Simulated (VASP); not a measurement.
Given:

```
CELL_PARAMETERS angstrom
      4.20901     0.00000     0.00000
      0.00000     4.20901     0.00000
      0.00000     0.00000     4.20901
ATOMIC_POSITIONS crystal
  Cs 0.00000 0.00000 0.00000
  Cl 0.50000 0.50000 0.50000
```

Method: PBE GGA with spin-orbit coupling, VASP's PBE PAW potentials (set 64) (plane waves; VASP). Numerical set-up: 400 eV cut-off, 6×6×6 Γ-centred mesh, Gaussian smearing of 0.050 eV, potentials Cs_sv Cl.

Predict the energy per atom (σ→0), band gap (over mesh and band path) with the smallest direct gap where there is one.

```yaml
band gap (over mesh and band path): 4.92 eV
smallest direct gap (over mesh and band path): 4.92 eV
energy per atom (σ→0): -3.352 eV/atom
```

The compound is CsCl in the CsCl type structure. It was relaxed first, which changed the volume by +7 %.
